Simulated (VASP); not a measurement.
# Gap of CdF2, level by level, part 2 of 3

Wanted: bands and gap of CdF2 from one functional after another. The start is a cell from a database of measured crystal structures.

VASP 6.6.1, plane waves and PAW; the level of theory is named at each step.

So far, least gap on mesh and path (eV): step 2 (bands, level LDA, k 5×5×5) 2.80; step 4 (bands, level r2SCAN, k 5×5×5) 3.75; step 5 (bands, level TB-mBJ, k 5×5×5) 6.62; step 6 (bands, level SCAN, k 5×5×5) 3.64; step 7 (bands, level TPSS, k 5×5×5) 3.34.

## Step 9: Bands with HSE06, k 5×5×5

This step: HSE06; plane waves and PAW (Cd, F) (VASP 6.6.1).

HSE06 mixes in a quarter of exact exchange at short range, at far higher cost; in semiconductors this cures much of the gap error, while metals seldom gain.

INCAR reads:

```
SYSTEM = CdF2
PREC = Accurate
ENCUT = 520
EDIFF = 1E-06
NELM = 100
ISMEAR = 0
SIGMA = 0.02
LREAL = .FALSE.
ALGO = Normal
LHFCALC = .TRUE.
AEXX = 0.25
GGA = PE
HFSCREEN = 0.2
LASPH = .TRUE.
NBANDS = 19
PRECFOCK = Fast
LORBIT = 11
LWAVE = .FALSE.
LCHARG = .FALSE.
KPAR = 4
```

POSCAR reads:

```
CdF2
1.0
    0.0000000000      2.6940000000      2.6940000000
    2.6940000000      0.0000000000      2.6940000000
    2.6940000000      2.6940000000      0.0000000000
Cd F
1 2
Direct
    0.0000000000      0.0000000000      0.0000000000
    0.2500000000      0.2500000000      0.2500000000
    0.7500000000      0.7500000000      0.7500000000
```

KPOINTS reads:

```
Automatic mesh
0
Gamma
5 5 5
0 0 0
```

KPOINTS_OPT reads:

```
Line mode
6
Line-mode
Reciprocal
  0.00000000   0.00000000   0.00000000 GAMMA
  0.50000000   0.00000000   0.50000000 X

  0.50000000   0.00000000   0.50000000 X
  0.50000000   0.25000000   0.75000000 W

  0.50000000   0.25000000   0.75000000 W
  0.37500000   0.37500000   0.75000000 K

  0.37500000   0.37500000   0.75000000 K
  0.00000000   0.00000000   0.00000000 GAMMA

  0.00000000   0.00000000   0.00000000 GAMMA
  0.50000000   0.50000000   0.50000000 L

  0.50000000   0.50000000   0.50000000 L
  0.62500000   0.25000000   0.62500000 U

  0.62500000   0.25000000   0.62500000 U
  0.50000000   0.25000000   0.75000000 W

  0.50000000   0.25000000   0.75000000 W
  0.50000000   0.50000000   0.50000000 L

  0.50000000   0.50000000   0.50000000 L
  0.37500000   0.37500000   0.75000000 K

  0.62500000   0.25000000   0.62500000 U
  0.50000000   0.00000000   0.50000000 X
```

The projector-augmented-wave data sets are Cd and F (PBE family, release 64).

The WAVECAR or CHGCAR of an earlier step is read.

Started as:

```console
$ mpirun -np 4 vasp_std
```

The job ended after 19 min (4 MPI ranks of AMD EPYC 7R43, shared host; peak memory 0.98 GiB; 78 min of CPU time).

Electronic bands along the path, in eV, zero at the valence-band top; v1 is the highest filled band, c1 the lowest empty one:

```csv
point,v4,v3,v2,v1,c1,c2
Γ,-1.01,-0.58,-0.58,-0.58,5.19,15.00
0.40 of the way,-1.66,-0.57,-0.41,-0.41,6.77,13.33
X,-3.11,-0.53,-0.09,-0.09,10.46,11.91
0.40 of the way,-2.79,-0.57,-0.40,-0.06,10.49,12.31
W,-1.60,-1.60,-0.63,0.00,10.54,13.58
0.60 of the way,-2.24,-1.07,-0.52,-0.09,10.45,13.22
K,-2.46,-0.99,-0.36,-0.22,10.41,13.05
0.40 of the way,-1.71,-1.46,-0.47,-0.40,8.52,12.64
Γ,-1.01,-0.58,-0.58,-0.58,5.19,15.00
0.40 of the way,-1.30,-0.91,-0.53,-0.53,6.48,13.54
L,-1.93,-1.93,-0.45,-0.45,9.53,11.27
0.40 of the way,-2.10,-1.61,-0.45,-0.39,9.74,11.62
U,-2.46,-0.99,-0.36,-0.22,10.41,13.05
0.40 of the way,-2.24,-1.07,-0.52,-0.09,10.45,13.22
W,-1.60,-1.60,-0.63,0.00,10.54,13.58
0.40 of the way,-1.85,-1.56,-0.53,-0.19,10.11,12.26
L,-1.93,-1.93,-0.45,-0.45,9.53,11.27
0.40 of the way,-2.10,-1.61,-0.45,-0.39,9.74,11.62
K,-2.46,-0.99,-0.36,-0.22,10.41,13.05
jump to U,-2.46,-0.99,-0.36,-0.22,10.41,13.05
0.60 of the way,-2.92,-0.56,-0.20,-0.12,10.47,12.11
X,-3.11,-0.53,-0.09,-0.09,10.46,11.91
```

The largest weight of each band there:

```csv
point,v4,v3,v2,v1,c1,c2
Γ,F 0.98,F 0.66,F 0.66,F 0.66,Cd 0.76,Cd 0.99
X,F 0.94,F 1.00,F 0.87,F 0.87,Cd 0.74,Cd 0.75
W,F 0.83,F 0.83,F 1.00,F 0.88,Cd 0.70,F 0.70
K,F 0.67,F 0.95,F 0.93,F 0.84,Cd 0.70,Cd 0.67
Γ,F 0.98,F 0.66,F 0.66,F 0.66,Cd 0.76,Cd 0.99
L,F 0.96,F 0.96,F 0.73,F 0.73,Cd 0.64,F 0.62
```

The gap is 5.19 eV, indirect, from W to Γ. Against LDA that is +2.39 eV; this run took 40 times the core time, on fewer points of the path.

## Step 10: Dielectric constant for the exchange share

This step: PBE; plane waves and PAW (Cd, F) (VASP 6.6.1).

The share of exact exchange of the next level is the inverse of the dielectric constant, which this PBE response run supplies.

INCAR reads:

```
SYSTEM = CdF2
PREC = Accurate
ENCUT = 520
EDIFF = 1E-08
NELM = 100
ISMEAR = 0
SIGMA = 0.01
LREAL = .FALSE.
ALGO = Normal
GGA = PE
NBANDS = 19
LORBIT = 11
LWAVE = .FALSE.
LCHARG = .FALSE.
KPAR = 4
LEPSILON = .TRUE.
```

POSCAR is that of step 9.

KPOINTS reads:

```
Automatic mesh
0
Gamma
7 7 7
0 0 0
```

Started as:

```console
$ mpirun -np 4 vasp_std
```

Run time: 68 s. Hardware: 4 MPI ranks; peak memory 0.75 GiB; 4.4 min of CPU time.

Energies printed during the response cycles are not total energies of the cell.

This step gave:

- irreducible k-points: 20
- Fermi energy: -1.315 eV
- pressure: 6.190 GPa
- valence top at k: -0.2857, 0.4286, 0.1429
- gap on the k-mesh: 3.126 eV

Electronic dielectric tensor with local fields:

```
2.80 0.00 0.00
0.00 2.80 0.00
0.00 0.00 2.80
```

Born effective charge (e), principal values of the symmetric part by kind of site:

```csv
atom,atoms with these values,low,middle,high,mean
Cd1,1,2.43,2.43,2.43,2.43
F2,2,-1.22,-1.22,-1.22,-1.22
```

In full for F2:

```
-1.22  0.00  0.00
 0.00 -1.22  0.00
 0.00  0.00 -1.22
```

The Born charges sum to zero; the printed set may have that rule imposed, so this is no test. The mean Born charge of F, -1.22 e, exceeds its nominal -1, the mark of charge that flows along bonds as atoms move.

## Step 11: Bands with PBE-EpsX, k 5×5×5

This step: PBE-EpsX, exact-exchange share 1/2.799; plane waves and PAW (Cd, F) (VASP 6.6.1).

Here the share of exact exchange is set to the inverse of the computed dielectric constant, since screening weakens exchange.

INCAR reads:

```
SYSTEM = CdF2
PREC = Accurate
ENCUT = 520
EDIFF = 1E-06
NELM = 100
ISMEAR = 0
SIGMA = 0.02
LREAL = .FALSE.
ALGO = Normal
LHFCALC = .TRUE.
AEXX = 0.357
GGA = PE
LASPH = .TRUE.
NBANDS = 19
PRECFOCK = Fast
HFRCUT = -1
LORBIT = 11
LWAVE = .FALSE.
LCHARG = .FALSE.
KPAR = 4
```

POSCAR is that of step 10.

KPOINTS reads:

```
Automatic mesh
0
Gamma
5 5 5
0 0 0
```

KPOINTS_OPT is that of step 9.

Started as:

```console
$ mpirun -np 4 vasp_std
```

Wall time 18 min (4 MPI ranks); peak memory 0.67 GiB.

The electronic bands at the labelled points (eV, zero at the valence-band top; v1 is the highest filled band, c1 the lowest empty one):

```csv
point,v4,v3,v2,v1,c1,c2
Γ,-1.03,-0.61,-0.61,-0.61,7.18,17.08
0.40 of the way,-1.71,-0.59,-0.42,-0.42,8.79,15.38
X,-3.19,-0.55,-0.10,-0.09,12.64,13.96
0.40 of the way,-2.86,-0.59,-0.41,-0.06,12.67,14.37
W,-1.64,-1.64,-0.65,0.00,12.73,15.56
0.60 of the way,-2.30,-1.10,-0.54,-0.10,12.63,15.31
K,-2.52,-1.01,-0.37,-0.23,12.59,15.13
0.40 of the way,-1.76,-1.49,-0.49,-0.41,10.59,14.69
Γ,-1.03,-0.61,-0.61,-0.61,7.18,17.08
0.40 of the way,-1.34,-0.93,-0.55,-0.55,8.49,15.60
L,-1.98,-1.98,-0.47,-0.47,11.67,13.26
0.40 of the way,-2.16,-1.65,-0.47,-0.41,11.89,13.62
U,-2.52,-1.01,-0.37,-0.23,12.59,15.13
0.40 of the way,-2.30,-1.10,-0.54,-0.10,12.63,15.31
W,-1.64,-1.64,-0.65,0.00,12.73,15.56
0.40 of the way,-1.90,-1.59,-0.55,-0.19,12.27,14.27
L,-1.98,-1.98,-0.47,-0.47,11.67,13.26
0.40 of the way,-2.16,-1.65,-0.47,-0.41,11.89,13.62
K,-2.52,-1.01,-0.37,-0.23,12.59,15.13
jump to U,-2.52,-1.01,-0.37,-0.23,12.59,15.13
0.60 of the way,-2.99,-0.58,-0.20,-0.12,12.65,14.17
X,-3.19,-0.55,-0.10,-0.09,12.64,13.96
```

The largest weight of each band there:

```csv
point,v4,v3,v2,v1,c1,c2
Γ,F 0.98,F 0.66,F 0.66,F 0.66,Cd 0.76,Cd 0.99
X,F 0.94,F 1.00,F 0.87,F 0.87,Cd 0.75,Cd 0.75
W,F 0.83,F 0.83,F 1.00,F 0.88,Cd 0.71,F 0.70
K,F 0.68,F 0.95,F 0.93,F 0.84,Cd 0.72,Cd 0.67
Γ,F 0.98,F 0.66,F 0.66,F 0.66,Cd 0.76,Cd 0.99
L,F 0.96,F 0.96,F 0.73,F 0.73,Cd 0.66,F 0.61
```

The gap is 7.18 eV, indirect, from W to Γ. Against LDA that is +4.39 eV; this run took 38 times the core time, on fewer points of the path.

## Step 12: Bands with PBE0, k 5×5×5

This step: PBE0; plane waves and PAW (Cd, F) (VASP 6.6.1).

PBE0 keeps a quarter of exact exchange at all ranges; it tends to overshoot small gaps. A prediction first. If the gap is linear in the share of exact exchange, PBE (3.07 eV at 0) and PBE-EpsX (7.18 eV at 0.357) give a slope of 11.53 eV per unit share, so a share of 0.250 should give 5.95 eV.

INCAR: that of step 11 with these lines changed.

```diff
@@ -10,3 +10,3 @@
 LHFCALC = .TRUE.
-AEXX = 0.357
+AEXX = 0.25
 GGA = PE
```

POSCAR is that of step 11.

KPOINTS is that of step 11.

KPOINTS_OPT is that of step 11.

Started as:

```console
$ mpirun -np 4 vasp_std
```

Elapsed: 14 min, on 4 MPI ranks; peak memory 0.62 GiB; 55 min of CPU time.

The electronic bands at the labelled points (eV, zero at the valence-band top; v1 is the highest filled band, c1 the lowest empty one):

```csv
point,v4,v3,v2,v1,c1,c2
Γ,-1.01,-0.58,-0.58,-0.58,5.91,15.75
0.40 of the way,-1.67,-0.57,-0.41,-0.41,7.51,14.07
X,-3.13,-0.53,-0.09,-0.09,11.22,12.64
0.40 of the way,-2.80,-0.57,-0.40,-0.06,11.25,13.05
W,-1.61,-1.61,-0.63,0.00,11.31,14.33
0.60 of the way,-2.25,-1.08,-0.52,-0.09,11.21,13.97
K,-2.47,-0.99,-0.36,-0.22,11.18,13.79
0.40 of the way,-1.72,-1.46,-0.47,-0.40,9.27,13.39
Γ,-1.01,-0.58,-0.58,-0.58,5.91,15.75
0.40 of the way,-1.31,-0.91,-0.53,-0.53,7.22,14.29
L,-1.94,-1.94,-0.45,-0.45,10.29,12.02
0.40 of the way,-2.11,-1.62,-0.45,-0.39,10.50,12.37
U,-2.47,-0.99,-0.36,-0.22,11.18,13.79
0.40 of the way,-2.25,-1.08,-0.52,-0.09,11.21,13.97
W,-1.61,-1.61,-0.63,0.00,11.31,14.33
0.40 of the way,-1.86,-1.56,-0.54,-0.19,10.87,13.01
L,-1.94,-1.94,-0.45,-0.45,10.29,12.02
0.40 of the way,-2.11,-1.62,-0.45,-0.39,10.50,12.37
K,-2.47,-0.99,-0.36,-0.22,11.18,13.79
jump to U,-2.47,-0.99,-0.36,-0.22,11.18,13.79
0.60 of the way,-2.93,-0.57,-0.20,-0.12,11.24,12.85
X,-3.13,-0.53,-0.09,-0.09,11.22,12.64
```

The largest weight of each band there:

(Unchanged from step 9.)

The gap is 5.91 eV, indirect, from W to Γ. Against LDA that is +3.11 eV; this run took 29 times the core time, on fewer points of the path. The straight line predicted 5.95 eV, which is +0.04 eV off.

## Step 13: Bands with r2SCAN-EpsX, k 5×5×5

This step: r2SCAN-EpsX, exact-exchange share 1/2.799; plane waves and PAW (Cd, F) (VASP 6.6.1).

INCAR: that of step 12 with these lines changed.

```diff
@@ -10,4 +10,4 @@
 LHFCALC = .TRUE.
-AEXX = 0.25
-GGA = PE
+AEXX = 0.357
+METAGGA = R2SCAN
 LASPH = .TRUE.
```

POSCAR is that of step 12.

KPOINTS is that of step 12.

KPOINTS_OPT is that of step 12.

Started as:

```console
$ mpirun -np 4 vasp_std
```

Elapsed: 16 min, on 4 MPI ranks; peak memory 0.69 GiB.

The electronic bands at the labelled points (eV, zero at the valence-band top; v1 is the highest filled band, c1 the lowest empty one):

```csv
point,v4,v3,v2,v1,c1,c2
Γ,-1.04,-0.61,-0.61,-0.61,7.52,17.54
0.40 of the way,-1.71,-0.60,-0.43,-0.43,9.13,15.72
X,-3.20,-0.56,-0.10,-0.10,13.11,14.42
0.40 of the way,-2.86,-0.59,-0.41,-0.06,13.14,14.83
W,-1.64,-1.64,-0.66,0.00,13.20,15.63
0.60 of the way,-2.30,-1.10,-0.54,-0.10,13.09,15.43
K,-2.52,-1.02,-0.37,-0.23,13.05,15.38
0.40 of the way,-1.76,-1.48,-0.49,-0.42,10.95,14.96
Γ,-1.04,-0.61,-0.61,-0.61,7.52,17.54
0.40 of the way,-1.34,-0.92,-0.56,-0.56,8.83,15.94
L,-1.99,-1.99,-0.47,-0.47,12.10,13.47
0.40 of the way,-2.16,-1.65,-0.47,-0.41,12.33,13.83
U,-2.52,-1.02,-0.37,-0.23,13.05,15.38
0.40 of the way,-2.30,-1.10,-0.54,-0.10,13.09,15.43
W,-1.64,-1.64,-0.66,0.00,13.20,15.63
0.40 of the way,-1.90,-1.59,-0.56,-0.19,12.73,14.47
L,-1.99,-1.99,-0.47,-0.47,12.10,13.47
0.40 of the way,-2.16,-1.65,-0.47,-0.41,12.33,13.83
K,-2.52,-1.02,-0.37,-0.23,13.05,15.38
jump to U,-2.52,-1.02,-0.37,-0.23,13.05,15.38
0.60 of the way,-2.99,-0.59,-0.20,-0.12,13.12,14.63
X,-3.20,-0.56,-0.10,-0.10,13.11,14.42
```

The largest weight of each band there:

```csv
point,v4,v3,v2,v1,c1,c2
Γ,F 0.98,F 0.65,F 0.65,F 0.65,Cd 0.76,Cd 0.99
X,F 0.94,F 1.00,F 0.87,F 0.87,Cd 0.76,Cd 0.75
W,F 0.83,F 0.83,F 1.00,F 0.87,Cd 0.72,F 0.71
K,F 0.67,F 0.95,F 0.93,F 0.84,Cd 0.73,F 0.67
Γ,F 0.98,F 0.65,F 0.65,F 0.65,Cd 0.76,Cd 0.99
L,F 0.96,F 0.96,F 0.73,F 0.73,Cd 0.66,F 0.62
```

The gap is 7.52 eV, indirect, from W to Γ. Against LDA that is +4.73 eV; this run took 32 times the core time, on fewer points of the path.

## Step 14: Bands with r2SCAN0, k 5×5×5

This step: r2SCAN0; plane waves and PAW (Cd, F) (VASP 6.6.1).

r2SCAN0 replaces a quarter of the r2SCAN exchange by unscreened exact exchange. A prediction first. If the gap is linear in the share of exact exchange, r2SCAN (3.75 eV at 0) and r2SCAN-EpsX (7.52 eV at 0.357) give a slope of 10.57 eV per unit share, so a share of 0.250 should give 6.39 eV.

INCAR: that of step 13 with these lines changed.

```diff
@@ -10,3 +10,3 @@
 LHFCALC = .TRUE.
-AEXX = 0.357
+AEXX = 0.25
 METAGGA = R2SCAN
```

POSCAR is that of step 13.

KPOINTS is that of step 13.

KPOINTS_OPT is that of step 13.

Started as:

```console
$ mpirun -np 4 vasp_std
```

The job ended after 15 min (4 MPI ranks; peak memory 0.65 GiB; 61 min of CPU time).

Electronic bands along the path, in eV, zero at the valence-band top; v1 is the highest filled band, c1 the lowest empty one:

```csv
point,v4,v3,v2,v1,c1,c2
Γ,-1.02,-0.58,-0.58,-0.58,6.37,16.35
0.40 of the way,-1.67,-0.57,-0.41,-0.41,7.97,14.54
X,-3.13,-0.54,-0.10,-0.10,11.83,13.24
0.40 of the way,-2.81,-0.58,-0.40,-0.06,11.86,13.65
W,-1.61,-1.61,-0.64,0.00,11.91,14.50
0.60 of the way,-2.25,-1.08,-0.53,-0.09,11.81,14.28
K,-2.46,-1.00,-0.37,-0.22,11.77,14.23
0.40 of the way,-1.72,-1.45,-0.47,-0.41,9.76,13.78
Γ,-1.02,-0.58,-0.58,-0.58,6.37,16.35
0.40 of the way,-1.31,-0.91,-0.53,-0.53,7.67,14.75
L,-1.95,-1.95,-0.45,-0.45,10.85,12.33
0.40 of the way,-2.11,-1.62,-0.46,-0.39,11.08,12.68
U,-2.46,-1.00,-0.37,-0.22,11.77,14.23
0.40 of the way,-2.25,-1.08,-0.53,-0.09,11.81,14.28
W,-1.61,-1.61,-0.64,0.00,11.91,14.50
0.40 of the way,-1.87,-1.56,-0.55,-0.19,11.46,13.32
L,-1.95,-1.95,-0.45,-0.45,10.85,12.33
0.40 of the way,-2.12,-1.62,-0.46,-0.39,11.08,12.68
K,-2.46,-1.00,-0.37,-0.22,11.77,14.23
jump to U,-2.46,-1.00,-0.37,-0.22,11.77,14.23
0.60 of the way,-2.93,-0.58,-0.20,-0.12,11.84,13.45
X,-3.13,-0.54,-0.10,-0.10,11.83,13.24
```

The largest weight of each band there:

```csv
point,v4,v3,v2,v1,c1,c2
Γ,F 0.98,F 0.65,F 0.65,F 0.65,Cd 0.76,Cd 0.99
X,F 0.94,F 1.00,F 0.87,F 0.87,Cd 0.75,Cd 0.75
W,F 0.83,F 0.83,F 1.00,F 0.87,Cd 0.71,F 0.71
K,F 0.67,F 0.95,F 0.93,F 0.84,Cd 0.72,F 0.67
Γ,F 0.98,F 0.65,F 0.65,F 0.65,Cd 0.76,Cd 0.99
L,F 0.96,F 0.96,F 0.73,F 0.73,Cd 0.65,F 0.63
```

The gap is 6.37 eV, indirect, from W to Γ. Against LDA that is +3.57 eV; this run took 31 times the core time, on fewer points of the path. The straight line predicted 6.39 eV, which is +0.02 eV off.

## Step 15: Bands with PBE + SOC

This step: PBE, spin-orbit coupling; plane waves and PAW (Cd, F) (VASP 6.6.1).

Spin-orbit coupling needs spinors and the noncollinear program, where each band holds one electron.

INCAR reads:

```
SYSTEM = CdF2
PREC = Accurate
ENCUT = 520
EDIFF = 1E-06
NELM = 100
ISMEAR = 0
SIGMA = 0.02
LREAL = .FALSE.
ALGO = Normal
GGA = PE
LNONCOLLINEAR = .TRUE.
MAGMOM = 0 0 0 0 0 0 0 0 0
NBANDS = 38
GGA_COMPAT = .FALSE.
LASPH = .TRUE.
LSORBIT = .TRUE.
LORBIT = 11
LWAVE = .FALSE.
LCHARG = .FALSE.
KPAR = 4
```

POSCAR is that of step 14.

KPOINTS is that of step 14.

KPOINTS_OPT: that of step 14 with these lines changed.

```diff
@@ -1,3 +1,3 @@
 Line mode
-6
+16
 Line-mode
```

Started as:

```console
$ mpirun -np 4 vasp_ncl
```

Elapsed: 94 s, on 4 MPI ranks; peak memory 0.92 GiB.

The electronic bands at the labelled points (eV, zero at the valence-band top; v1 is the highest filled band, c1 the lowest empty one):

```csv
point,v4,v3,v2,v1,c1,c2,c3,c4
Γ,-0.53,-0.53,-0.42,-0.42,3.06,3.06,12.31,12.31
0.47 of the way,-0.37,-0.37,-0.29,-0.29,5.07,5.07,10.77,10.77
X,-0.13,-0.13,-0.05,-0.05,8.00,8.00,9.63,9.63
0.47 of the way,-0.49,-0.49,-0.04,-0.04,8.03,8.03,10.15,10.15
W,-0.59,-0.59,0.00,0.00,8.07,8.07,11.45,11.45
0.53 of the way,-0.52,-0.52,-0.07,-0.07,8.00,8.00,10.93,10.93
K,-0.35,-0.35,-0.19,-0.19,7.96,7.96,10.71,10.71
0.47 of the way,-0.44,-0.44,-0.38,-0.38,5.82,5.82,10.55,10.55
Γ,-0.53,-0.53,-0.42,-0.42,3.06,3.06,12.31,12.31
0.47 of the way,-0.50,-0.50,-0.40,-0.40,4.75,4.75,10.95,10.95
L,-0.45,-0.45,-0.33,-0.33,7.17,7.17,9.15,9.15
0.47 of the way,-0.42,-0.42,-0.31,-0.31,7.42,7.42,9.60,9.60
U,-0.35,-0.35,-0.19,-0.19,7.96,7.96,10.71,10.71
0.47 of the way,-0.52,-0.52,-0.07,-0.07,8.00,8.00,10.93,10.93
W,-0.59,-0.59,0.00,0.00,8.07,8.07,11.45,11.45
0.47 of the way,-0.48,-0.48,-0.21,-0.21,7.59,7.59,9.92,9.92
L,-0.45,-0.45,-0.33,-0.33,7.17,7.17,9.15,9.15
0.53 of the way,-0.41,-0.41,-0.30,-0.30,7.50,7.50,9.73,9.73
K,-0.35,-0.35,-0.19,-0.19,7.96,7.96,10.71,10.71
jump to U,-0.35,-0.35,-0.19,-0.19,7.96,7.96,10.71,10.71
0.47 of the way,-0.26,-0.26,-0.11,-0.11,8.01,8.01,9.98,9.98
X,-0.13,-0.13,-0.05,-0.05,8.00,8.00,9.63,9.63
```

The largest weight of each band there:

```csv
point,v4,v3,v2,v1,c1,c2,c3,c4
Γ,F 0.66,F 0.66,F 0.62,F 0.62,Cd 0.76,Cd 0.76,Cd 0.98,Cd 0.98
X,F 0.87,F 0.87,F 0.86,F 0.86,Cd 0.69,Cd 0.69,Cd 0.74,Cd 0.74
W,F 1.00,F 1.00,F 0.87,F 0.87,Cd 0.66,Cd 0.66,F 0.51,F 0.51
K,F 0.93,F 0.93,F 0.83,F 0.83,Cd 0.66,Cd 0.66,Cd 0.65,Cd 0.65
Γ,F 0.66,F 0.66,F 0.62,F 0.62,Cd 0.76,Cd 0.76,Cd 0.98,Cd 0.98
L,F 0.74,F 0.74,F 0.70,F 0.70,Cd 0.60,Cd 0.60,F 0.63,F 0.63
```

The gap is 3.06 eV, indirect, from W to Γ. That is the gap of PBE again; this run took 3.0 times the core time.

## Step 16: Starting orbitals for the hybrid with PBE + SOC

Again a semilocal start for the hybrid that follows.

INCAR: that of step 15 with these lines changed.

```diff
@@ -3,3 +3,3 @@
 ENCUT = 520
-EDIFF = 1E-06
+EDIFF = 1E-05
 NELM = 100
@@ -17,3 +17,3 @@
 LORBIT = 11
-LWAVE = .FALSE.
+LWAVE = .TRUE.
 LCHARG = .FALSE.
```

POSCAR is that of step 15.

KPOINTS is that of step 15.

Started as:

```console
$ mpirun -np 4 vasp_ncl
```

Run time: 16 s. Hardware: 4 MPI ranks; peak memory 0.86 GiB; 60 s of CPU time.

At this level the cell is under a pressure of 6.1 GPa, so at these settings it is away from equilibrium.

Numbers from this step:

| Property | Result |
| --- | --- |
| SCF cycles | 13 |
| pressure | 6.089 GPa |
| valence top at k | -0.4, 0.4, 0.2 |
| gap on the k-mesh | 3.145 eV |
| least direct gap on the k-mesh | 3.483 eV |

On-site spin-orbit energy by atom:

```csv
atom,on-site spin-orbit energy (eV)
Cd1,-0.0456
F2,-0.0005
F3,-0.0005
```

(Continued in part 3 of 3.)

[Lines on the potential files, build, host, timing and source positions are cut from VASP's logs without a mark.]

[Logs are printed without paths, hosts, clocks, repeated set-up lines and the standing remarks that a program may print on its own settings, such as how far it seeks lower states.]

[Hosts, paths, dates, database ids (printed as entryN), source tags and the programs' standing remarks are cut or masked in the printed files.]

[Measured values are set beside computed ones only where the two were judged alike; some that the calculation misses by far are left out.]
